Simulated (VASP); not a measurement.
These are PBEsol GGA, VASP's PBE PAW potentials (set 64) (plane waves; VASP) values and carry that method's errors.

VASP input:

INCAR:
```
# general
SYSTEM  = Te4Pt3
PREC    = Accurate
ENCUT   = 300   # plane-wave cut-off (eV)
LREAL   = .FALSE.
LASPH   = .TRUE.

# electronic loop
EDIFF   = 1E-6   # SCF stop (eV)
NELM    = 100
ALGO    = Normal   # blocked Davidson
LMAXMIX = 6

# smearing
ISMEAR  = 0   # Gaussian
SIGMA   = 0.1

# functional
GGA     = PS

# ions
ISIF    = 2   # forces and stress, cell fixed

# output
LWAVE   = .FALSE.
LCHARG  = .FALSE.
```

**KPOINTS**
```
Automatic mesh
0
Gamma
4 4 4
0 0 0
```

### POSCAR
```
Te4Pt3
1
    1.9940000000     1.1512360000    11.7966670000
   -1.9940000000     1.1512360000    11.7966670000
    0.0000000000    -2.3024730000    11.7966670000
Te Pt
4 3
Direct
  0.4430000000   0.4430000000   0.4430000000
  0.5570000000   0.5570000000   0.5570000000
  0.2950000000   0.2950000000   0.2950000000
  0.7050000000   0.7050000000   0.7050000000
  0.0000000000   0.0000000000   0.0000000000
  0.1460000000   0.1460000000   0.1460000000
  0.8540000000   0.8540000000   0.8540000000
```

POTCAR, in this order: Te Pt (PBE.64 set). Program: vasp_std.

At this cut-off the stress carries a Pulay error, which pulls relaxed volumes low. Unless said otherwise, spin-orbit coupling is left out, though it shifts the bands of the heavy elements here.

Task: What does the run give for the energy per atom (σ→0), pressure, largest force, band gap (on the k-mesh)?

Result: 
```
Property                                                     Value
------------------------  ----------------------------------------
energy per atom (σ→0)                               -5.373 eV/atom
band gap (on the k-mesh)  none (metal, semimetal or under 0.01 eV)
pressure                                                 -1.44 GPa
largest force                                      0.02021 Ry/bohr
```

**OSZICAR**
```
...
DAV:   8    -0.376216614055E+02    0.12663E+00   -0.41601E-01   920   0.463E+00    0.175E+00
DAV:   9    -0.376190679325E+02    0.25935E-02   -0.73170E-02   912   0.150E+00    0.810E-01
DAV:  10    -0.376181052836E+02    0.96265E-03   -0.83715E-03  1008   0.573E-01    0.235E-01
DAV:  11    -0.376179320379E+02    0.17325E-03   -0.20654E-03  1000   0.314E-01    0.119E-01
DAV:  12    -0.376178906433E+02    0.41395E-04   -0.51301E-04   984   0.171E-01    0.325E-02
DAV:  13    -0.376178889132E+02    0.17301E-05   -0.46520E-05   936   0.393E-02    0.184E-02
DAV:  14    -0.376178884546E+02    0.45860E-06   -0.53612E-06   968   0.146E-02
   1 F= -.37617888E+02 E0= -.37608871E+02  d E =-.180353E-01
```

The structure comes from a measured Te4Pt3 entry of the Crystallography Open Database, whose conditions weren't checked. The cell was not relaxed at this level. The k-mesh is coarse (spacing up to 0.46 per Å, 2π included), so the numbers may not be converged in it.
